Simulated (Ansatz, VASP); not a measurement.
# PtSe2: VASP beside Ansatz

Aim: how closely do two programs agree when they are given the same cell, functional and k mesh? The structure shown is the start of the Ansatz relaxation below; VASP solves that cell, so the two are compared at the walk's first step.

Program: Ansatz 0.2.0. Level of theory: plane waves, with VASP 6.6.1 beside it; single point at PBE. Results are calculated unless marked as measured.

### Step 1. Set-up

The cell holds 3 atoms: 1 Pt and 2 Se. Its edges and angles: a = 3.695 Å, b = 3.695 Å, c = 28.592 Å, α = 90.0°, β = 90.0°, γ = 120.0°. Vacuum lies along c. The height across the vacuum is the one that the program set for its solve, not the one typed.

### Step 2. Ansatz: relaxation, PBE

Ansatz runs on its default PAW (the set named soft_2) files.

The two programs are compared at the cell with which this relaxation starts, whose forces are those of its first step.

Contents of input.yaml:

```yaml
crystal:
  lattice:
    - [3.69465049, 0.0, 0.0]
    - [-1.84732524, 3.19966118, 0.0]
    - [0.0, 0.0, 18.6005]
  atoms:
    - { symbol: Pt, position: [0.33333333, 0.66666667, 0.5] }
    - { symbol: Se, position: [0.0, 0.0, 0.56440672] }
    - { symbol: Se, position: [0.66666667, 0.33333333, 0.43559328] }
  periodic: [true, true, false]
kpoints:
  mp_grid: { grid: [8, 8, 1] }
scf:
  occupations: { method: fermi_dirac, width: 0.05 }
hamiltonian:
  xc: pbe
  pseudopotentials: { kind: paw }
output:
  forces: true
  stress: true
relax:
  f_tol: 0.02
  max_steps: 50
  cell: {}
```

Command:

```
> ansatz run input.yaml --threads 4 --pin off --max-ram 8192MiB --backend cpu --events-out ev --progress --plain --runs-dir out
```

Numbers of over 12 decimals in the logs are rounded to 6 here.

Output:

```text
Warning: crystal.periodic: the lattice vector that does not repeat stood 0.000° off the slab's normal, 18.601 Å along it as the deck builds it. The run solves the slab on a vector along the normal, 28.592 Å long, with every atom where it was (on the deck's vector they left 16.20 Å outside them, and the widest stretch free of ions among them is 1.20 Å). A fractional position that the run reports is one of the run's ce [...]
crystal.periodic: the lattice vector that does not repeat stood 0.000° off the slab's normal, 18.601 Å along it as the deck builds it. The run solves the slab on a vector along the normal, 28.592 Å long, with every atom where it was (on the deck's vector they left 16.20 Å outside them, and the widest stretch free of ions among them is 1.20 Å). A fractional position that the run reports is one of the run's cell, which [...]
Engine: ansatz 0.2.0, x86_64-unknown-linux-gnu
Pseudopotentials: kind: paw
Pseudopotential: Pt, paw, valence charge 18, recommended cutoff 420 eV (normal), Pt.paw.azcp
Pseudopotential: Se, paw, valence charge 16, recommended cutoff 420 eV (normal), Se.paw.azcp
Functional definition: PBE
  parameter kappa = 0.804
  parameter beta = 0.066725
  exchange = pbe_x(kappa = kappa, mu = beta*pi^2/3)
  correlation = pbe_c(beta = beta)
Crystal: 3 atoms, lattice volume = 338.004 Å³
Basis set: ecut = 420 eV, 6611 PW (Γ), exchange–correlation on 50×50×384 points (8 copies of the dense FFT grid, shifted against one another)
Bands: 30, of which v1, the nominal top of the filled ones, is band 25 counted from 1 (24 counted from 0)
Symmetry: 12 space group operations
Space group: P-3m1 (ITA 164), of the structure as read, at distance tolerance 7.0e-5 Å
k-points: 10 of 64
Non-local potential: Pt, projectors of the file, l = 0: 3, l = 1: 2, l = 2: 2, l = 3: 1
Non-local potential: Se, projectors of the file, l = 0: 2, l = 1: 2, l = 2: 3, l = 3: 1
PAW form: soft (Blöchl's): semilocal exchange-correlation on the pseudo side does not see the compensation charge
PAW one-centre angular grid: Pt, 590 points (default); XC on 64 Gauss nodes
PAW one-centre angular grid: Se, 590 points (default); XC on 64 Gauss nodes
Initial density: superposition of atomic densities (neutral atoms: chi_scale 0, normalization atom), corrected by the library's trained network
Initial wavefunctions: pseudopotential atomic-orbital guess
Functional: x = pbe(κ = 0.804, μ = 0.219515), c = pbe(β = 0.066725)
SCF iter   1: F=—  HF=-23462.107992 eV  |F-HF|=—  |Δ(HF+E_count)|=         —  Δρ=1.46e-3  dr2=6.50e-3  ethr=1.77e-3  ⟨swp⟩=13.0  Hψ=1893  notcnv=0
preconditioner: auto → Resta (q_TF=auto, 1.984 Å⁻¹)  ε∞=1.9  [insulator: Δε(μ)=1.400 eV  Ē_g=9.879 eV  σ=0.050 eV  W_gap=1.00  n_scr=36 (ndim 8)  ℏωp=9.5 eV  f_vac=0.790  D(μ)=0.00/eV (n_scr^D=0)  ε∞_Penn≈1.9  vacuum switching on, ρ_ref=7.1e-3 e/Å³]
[...]
SCF iter   4: F=—  HF=-23462.299537 eV  |F-HF|=—  |Δ(HF+E_count)|=   1.68e-3  Δρ=3.84e-4  dr2=4.08e-4  ethr=3.24e-5  ⟨swp⟩=2.8  Hψ=506  notcnv=0  defer=2
SCF iter   5: F=—  HF=-23462.299579 eV  |F-HF|=—  |Δ(HF+E_count)|=   4.20e-5  Δρ=9.83e-5  dr2=3.42e-5  ethr=8.17e-7  ⟨swp⟩=3.3  Hψ=556  notcnv=0  defer=2
SCF iter   6: F=—  HF=-23462.299693 eV  |F-HF|=—  |Δ(HF+E_count)|=   1.14e-4  Δρ=2.00e-5  dr2=2.03e-6  ethr=6.85e-8  ⟨swp⟩=3.1  Hψ=496  notcnv=0  defer=2
SCF iter   7: F=-23462.299694 eV  HF=-23462.299694 eV  |F-HF|=1.15e-7  |Δ(HF+E_count)|=   9.07e-7  Δρ=6.71e-6  dr2=1.59e-7  ethr=6.00e-10  ⟨swp⟩=7.5  Hψ=1400  notcnv=0
SCF 2 converged in 7 iterations: F = -23462.299694 eV  dr2 = 1.59e-7
relax step   2: F+E_penalty+E_count = -23462.29969391 eV  Δ(F+E_penalty+E_count) = -2.001e-1 eV  max|allowed force component| = 7.758e-1 eV/Å  Δτ_max = 0.1965 Å  P = -1.485 N/m  Ω = 343.359 Å³  energy of the carried Pulay correction = -2.093e-4 eV  fix = [c, alpha, beta]  reactions: c -0.000 N/m  (7 SCF iters, dr2 threshold 3.00e-7 eV, accepted)
[...]
relax step   3: F+E_penalty+E_count = -23462.35935489 eV  Δ(F+E_penalty+E_count) = -5.966e-2 eV  max|allowed force component| = 9.675e-2 eV/Å  Δτ_max = 0.0771 Å  P = -0.245 N/m  Ω = 347.671 Å³  energy of the carried Pulay correction = -3.754e-4 eV  fix = [c, alpha, beta]  reactions: c -0.000 N/m  (7 SCF iters, dr2 threshold 3.00e-7 eV, accepted)
[...]
relax step   4: F+E_penalty+E_count = -23462.36018396 eV  Δ(F+E_penalty+E_count) = -8.291e-4 eV  max|allowed force component| = 4.371e-3 eV/Å  Δτ_max = 0.0097 Å  P = -0.002 N/m  Ω = 347.908 Å³  energy of the carried Pulay correction = -3.845e-4 eV  fix = [c, alpha, beta]  reactions: c -0.000 N/m  (5 SCF iters, dr2 threshold 3.00e-7 eV, accepted)
[...]
relax step   5: F+E_penalty+E_count = -23462.36051818 eV  Δ(F+E_penalty+E_count) = -3.342e-4 eV  max|allowed force component| = 4.211e-3 eV/Å  Δτ_max = 0.0000 Å  P = -0.005 N/m  Ω = 347.908 Å³  fix = [c, alpha, beta]  reactions: c -0.000 N/m  stress off target by 5.10e-3 N/m on what of the cell is left free  SCF on the basis re-selected at this cell (its energy is not comparable with the rows above)  (8 SCF iters)
basis re-selected at this cell: Δ(F+E_penalty+E_count) = -3.342e-4 eV, ΔP = -0.003 N/m vs the last step (what re-selecting the basis moved, of the pressure what is left beyond the Pulay correction that the steps carried, after the strain that the cell walked since its last selection, with what the two solves' SCF thresholds leave and, on support functions, any second-order correction that the steps lacked; it is no measure of the basis error at this ecutwfc). The dense FFT grid was sized anew with the basis: this SCF ran on 27×27×192 points, the steps before it on 25×25×192, so part of this shift can come from that change (see relax.cell in the input reference). [rest of the remark cut]
SCF converged after 8 iterations
Free energy (F): -23462.360518 eV
Harris-Foulkes:  -23462.360518 eV  (|F-HF|=2.41e-9)
Internal energy: -23462.360518 eV  (E = F + TS)
E sigma→0 (E₀):  -23462.360518 eV
Entropy (-TS):   -0.000000 eV (-0.000 meV/atom)
Fermi energy:    -5.012548 eV
--- Per-component energies (eV) ---
  E_band       = -1846.502934
  E_kinetic    = 872.319401
  E_local      = -115048.858389  (includes V_loc(G=0)·N_el)
  E_nonlocal   = -990.865870
  E_hartree    = 56836.017676
  E_xc         = -469.370654
  E_vxc        = -498.061318  (∫ρ·V_xc dr)
  E_paw        = -13277.743665  (= ΣΔE_a)
  E_vpaw       = 146.928766  (= ΣTr[D̂ρ^β])
  E_aug_tail   = -0.001001  (compensation charges beyond the density's cutoff)
  E_ewald      = 48616.141985
  E_smearing   = -0.000000  (= −TS)
  E_closure    = 0.000000  (closes the sum)
  Σ components = -23462.360518   (vs F -23462.360518, Δ=0.00e0)
--- Forces (eV/Å), atoms counted from 1 ---
  atom   1  Pt    -0.00000000    -0.00000000     0.00000000
  atom   2  Se    -0.00000000    -0.00000000     0.00421126
  atom   3  Se     0.00000000     0.00000000    -0.00421126
  max |Σ_I F_I| component: 6.94e-18 eV/Å
--- 2D stress c σ (N/m, compression-positive) ---
       -0.005102      -0.000000      -0.000000
       -0.000000      -0.005102       0.000000
       -0.000000       0.000000      -0.000000
  P = ½ c Tr σ = -0.0051 N/m
--- Relaxed structure (4 steps of the walk, 4 accepted, 1 SCFs on fresh bases) ---
  F+E_penalty+E_count = -23462.36051818 eV   max|allowed force component| = 4.211e-3 eV/Å   (the final SCF, on the basis selected at the relaxed cell)
  cell:  # Å, volume = 347.9076 Å³
    - [3.748387, -2.9287377069968967e-9, 0]
    - [-1.874194, 3.246199, 0]
    - [0, 0, 28.59198878144]
  atoms:
    - { symbol: Pt, position: [0.333333, 0.666667, 0.325275] }
    - { symbol: Se, position: [1.268474513195794e-18, -4.642938958827583e-19, 0.371010] }
    - { symbol: Se, position: [0.666667, 0.333333, 0.279539] }
```

### Step 3. VASP: single point, PBE, start cell

The same cell, functional, mesh and smearing now go to VASP, with its own data sets.

Lines of VASP's logs that name or quote its potential files are left out, and so is its time.

Contents of INCAR:

```
SYSTEM = PtSe2
PREC = Accurate
ENCUT = 400
EDIFF = 1E-06
NELM = 120
ISMEAR = -1
SIGMA = 0.05
LREAL = .FALSE.
ALGO = Normal
GGA = PE
NBANDS = 17
LASPH = .TRUE.
LORBIT = 11
LWAVE = .FALSE.
LCHARG = .FALSE.
ISIF = 2
LDIPOL = .TRUE.
IDIPOL = 3
DIPOL = 0.5 0.5 0.325
LVHAR = .TRUE.
GGA_COMPAT = .FALSE.
EFERMI = MIDGAP
NELMDL = -8
KPAR = 2
```

Contents of POSCAR:

```
PtSe2
1.0
    3.6946500000      0.0000000000      0.0000000000
   -1.8473250000      3.1996610000      0.0000000000
    0.0000000000      0.0000000000     28.5919890000
Pt Se
1 2
Direct
    0.3333332812      0.6666665625      0.3252746775
    0.0000000000      0.0000000000      0.3671744208
    0.6666667188      0.3333334375      0.2833749341
```

Contents of KPOINTS:

```
Automatic mesh
0
Gamma
8 8 1
0 0 0
```

PAW data sets: Pt and Se (PBE family, release 64).

Command:

```
> mpirun -np 2 vasp_std
```

Output:

```text
[banner, memory and clock lines left out]
running    2 mpi-ranks, on    1 nodes
 distrk:  each k-point on    1 cores,    2 groups
 distr:  one band on    1 cores,    1 groups

 POSCAR found type information on POSCAR PtSe
 POSCAR found :  2 types and       3 ions
 LDA part: xc-table for (Slater+PW92), standard interpolation
 POSCAR, INCAR and KPOINTS ok, starting setup
 FFT: planning ... GRIDC
 FFT: planning ... GRID_SOFT
 FFT: planning ... GRID
 WAVECAR not read
 entering main loop
       N       E                     dE             d eps       ncg     rms          rms(c)
DAV:   1     0.165623546213E+03    0.16562E+03   -0.61257E+03   340   0.744E+02
DAV:   2     0.410057399183E+01   -0.16152E+03   -0.15375E+03   558   0.152E+02
DAV:   3    -0.146283675657E+02   -0.18729E+02   -0.18617E+02   428   0.664E+01
DAV:   4    -0.149029165257E+02   -0.27455E+00   -0.27368E+00   468   0.957E+00
DAV:   5    -0.149081610041E+02   -0.52445E-02   -0.52439E-02   459   0.122E+00
DAV:   6    -0.149083238317E+02   -0.16283E-03   -0.16283E-03   486   0.207E-01
DAV:   7    -0.149083289970E+02   -0.51653E-05   -0.51654E-05   507   0.336E-02
DAV:   8    -0.149083291291E+02   -0.13208E-06   -0.13189E-06   414   0.460E-03    0.146E+01
DAV:   9    -0.141951587169E+02    0.71317E+00   -0.48009E+00   380   0.197E+01    0.786E+00
DAV:  10    -0.141029692873E+02    0.92189E-01   -0.13901E+00   372   0.112E+01    0.347E+00
DAV:  11    -0.140371935416E+02    0.65776E-01   -0.13204E-01   421   0.374E+00    0.680E-01
DAV:  12    -0.140352782519E+02    0.19153E-02   -0.30071E-02   432   0.135E+00    0.208E-01
DAV:  13    -0.140354107954E+02   -0.13254E-03   -0.12306E-03   406   0.222E-01    0.255E-01
DAV:  14    -0.140354956471E+02   -0.84852E-04   -0.12840E-03   413   0.316E-01    0.188E-01
DAV:  15    -0.140355398538E+02   -0.44207E-04   -0.16212E-04   440   0.115E-01    0.117E-01
DAV:  16    -0.140355243973E+02    0.15456E-04   -0.12376E-05   453   0.209E-02    0.948E-02
DAV:  17    -0.140355136980E+02    0.10699E-04   -0.31866E-05   386   0.294E-02    0.459E-02
DAV:  18    -0.140355157585E+02   -0.20605E-05   -0.14832E-06   352   0.677E-03    0.360E-02
DAV:  19    -0.140355247617E+02   -0.90032E-05   -0.12192E-05   377   0.171E-02    0.608E-03
DAV:  20    -0.140355293039E+02   -0.45422E-05   -0.73823E-07   345   0.425E-03    0.138E-03
DAV:  21    -0.140355312058E+02   -0.19020E-05   -0.74897E-08   378   0.187E-03    0.905E-04
DAV:  22    -0.140355340803E+02   -0.28745E-05   -0.15737E-07   322   0.161E-03    0.258E-03
DAV:  23    -0.140355352950E+02   -0.12147E-05   -0.34732E-08   342   0.896E-04    0.204E-03
DAV:  24    -0.140355359549E+02   -0.65987E-06   -0.26526E-08   342   0.499E-04
   1 F= -.14035536E+02 E0= -.14035536E+02  d E =-.334670E-06
```

OUTCAR, selected parts (step 3):

```text
ion  position               nearest neighbor table
   1  0.333  0.667  0.325-   3 2.45   3 2.45   2 2.45   2 2.45   2 2.45   3 2.45
   2  0.000  0.000  0.367-   1 2.45   1 2.45   1 2.45
   3  0.667  0.333  0.283-   1 2.45   1 2.45   1 2.45

  LATTYP: Found a hexagonal cell.
 ALAT       =     3.6946500000
 C/A-ratio  =     7.7387544152

 Subroutine GETGRP returns: Found 12 space group operations
 (whereof  6 operations were pure point group operations)

The static configuration has the point symmetry C_3v.
 The point group associated with its full space group is D_3d.

 Found     10 irreducible k-points:

   k-points           NKPTS =     10   k-points in BZ     NKDIM =     10   number of bands    NBANDS=     17

   dimension x,y,z NGX =    24 NGY =   24 NGZ =  192
   dimension x,y,z NGXF=    48 NGYF=   48 NGZF=  384

   ENCUT  =  400.0 eV  29.40 Ry    5.42 a.u.   6.03  6.03 46.63*2*pi/ulx,y,z

   NELECT =      22.0000    total number of electrons

 k-points in reciprocal lattice and weights: Automatic mesh
   0.00000000  0.00000000  0.00000000       0.016
   0.12500000  0.00000000  0.00000000       0.094
   0.25000000  0.00000000  0.00000000       0.094
   0.37500000  0.00000000  0.00000000       0.094
   0.50000000  0.00000000  0.00000000       0.047
   0.12500000  0.12500000  0.00000000       0.094
   0.25000000  0.12500000  0.00000000       0.188
   0.37500000  0.12500000  0.00000000       0.188
   0.25000000  0.25000000  0.00000000       0.094
   0.37500000  0.25000000  0.00000000       0.094

 dipolmoment           0.000000      0.000000      0.000004 electrons x Angstroem

 average (electrostatic) potential at core
       1 -78.0575       2 -61.8358       3 -61.8358

 E-fermi :  -2.8890

 k-point     1 :       0.0000    0.0000    0.0000
  band No.  band energies     occupation
    ...
      7      -6.9380      2.00000
      8      -4.7537      2.00000
      9      -4.2757      2.00000
     10      -3.8335      2.00000
     11      -3.8335      2.00000
     12      -0.3461      0.00000
     13      -0.3461      0.00000
     14       1.0287      0.00000
     15       1.3598      0.00000
     16       1.9737      0.00000
    ...

 k-point     2 :       0.1250    0.0000    0.0000
  band No.  band energies     occupation
    ...
      7      -7.0666      2.00000
      8      -5.4007      2.00000
      9      -3.9527      2.00000
     10      -3.8671      2.00000
     11      -3.8273      2.00000
     12      -1.3935      0.00000
     13      -0.6166      0.00000
     14       1.4887      0.00000
     15       1.7196      0.00000
     16       2.2903      0.00000
    ...

 k-point     3 :       0.2500    0.0000    0.0000
  band No.  band energies     occupation
    ...
      7      -7.2289      2.00000
      8      -6.0509      2.00000
      9      -4.3643      2.00000
     10      -4.2957      2.00000
     11      -3.6802      2.00000
     12      -2.2070      0.00000
     13      -0.8111      0.00000
     14       1.8049      0.00000
     15       2.4009      0.00000
     16       2.4743      0.00000
    ...

  Total        5.1214969      5.1214977      4.3634663      0.0000000      0.0000000      0.0000000
  in kB       24.2764878     24.2764915     20.6833352      0.0000000      0.0000000      0.0000000
  external PRESSURE =      23.0787715 kB  Pullay stress =       0.0000000 kB

  energy-cutoff  :      400.00
  volume of cell :      338.00
      direct lattice vectors                 reciprocal lattice vectors
     3.694650000  0.000000000  0.000000000     0.270661632  0.156266554  0.000000000
    -1.847325000  3.199661000  0.000000000     0.000000000  0.312533109  0.000000000
     0.000000000  0.000000000 28.591989000     0.000000000  0.000000000  0.034974832

 POSITION                                       TOTAL-FORCE (eV/Angst)
 -----------------------------------------------------------------------------------
     -0.00000      2.13311      9.30025        -0.000000      0.000000      0.000000
      0.00000      0.00000     10.49825        -0.000000      0.000000      1.831401
      1.84733      1.06655      8.10225         0.000000      0.000000     -1.831401
 -----------------------------------------------------------------------------------
    total drift:                                0.000000     -0.000021     -0.000041

  FREE ENERGIE OF THE ION-ELECTRON SYSTEM (eV)
  ---------------------------------------------------
  free  energy   TOTEN  =       -14.0355359549 eV

  energy  without entropy=      -14.0355356202  energy(sigma->0) =      -14.03553579

 vacuum level on the upper side and lower side of the slab         2.021         2.021

 total charge
# of ion       s       p       d       tot
------------------------------------------
    1        0.723   0.818   8.072   9.614
    2        1.475   2.300   0.074   3.849
    3        1.475   2.300   0.074   3.849
--------------------------------------------------
tot          3.674   5.419   8.220  17.312

[... 3 further parts left out ...]
```

### Step 4. Differences

Known differences besides the potentials themselves: Ansatz cuts the interaction across the vacuum, VASP repeats the sheet with a dipole correction; the data sets hold 50 valence electrons in Ansatz (on its default PAW (the set named soft_2) files) and 22 in VASP; the cutoff is 420 eV in Ansatz and 400 eV in VASP. Total energies have different zeros and are not compared.

Forces (eV/Å; atoms numbered as in POSCAR):

```tsv
atom	Ansatz x, y, z	VASP x, y, z
Pt1	0.000, 0.000, 0.000	0.000, 0.000, 0.000
Se2	0.000, 0.000, 1.826	0.000, 0.000, 1.831
Se3	0.000, 0.000, -1.826	0.000, 0.000, -1.831
```

The forces differ by 2.7 meV/Å r.m.s., which is 0.3 % of the r.m.s. force of 0.863 eV/Å (both taken over all components). With vacuum in the cell, a pressure given here is an average over mostly empty space and none of the material.

### Step 5. Results

| Item | Value |
| --- | --- |
| r.m.s. force difference (single point, PBE, start cell) | 0.31 % of the r.m.s. force |

In words: The r.m.s. force difference is 0.31 % of the r.m.s. force (single point, PBE, start cell), within the 3 % picked in this series as the mark of a large difference. The data sets hold unlike numbers of valence electrons (50 in Ansatz and 22 in VASP), so part of the differences comes from the potentials. Such differences can come from data sets, numerical settings and the points named under the comparisons, not from the functional's error against experiment.

[Lines on the potential files, build, host, timing and source positions are cut from VASP's logs without a mark.]

[Logs are printed without paths, hosts, clocks, repeated set-up lines and the standing remarks that a program may print on its own settings, such as how far it seeks lower states.]

[Hosts, paths, dates, database ids (printed as entryN), source tags and the programs' standing remarks are cut or masked in the printed files.]
